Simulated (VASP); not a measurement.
```xyz
2
Lattice="-2.4262 2.4262 1.2321 2.4262 -2.4262 1.2321 2.4262 2.4262 -1.2321" Properties=species:S:1:pos:R:3 pbc="T T T"
P      0.0000     2.4262     0.6160
P      0.0000     0.0000     0.0000
```

Level of theory: PBEsol GGA, VASP's PBE PAW potentials (set 64) (plane waves; VASP). Run with 400 eV cut-off, Gaussian smearing of 0.050 eV, potentials P.

Problem. Estimate the band gap (along the path) with the smallest direct gap where there is one.

Solution. 
```json
{
  "band gap (along the path)": "none (metal, semimetal or under 0.01 eV)"
}
```

Total energies compare only between runs with the same potentials, cut-off and functional.

The structure was generated: P was put into the beta-Sn type (I4_1/amd), which need not be its known phase. It was relaxed first, which changed the volume by -5 %.
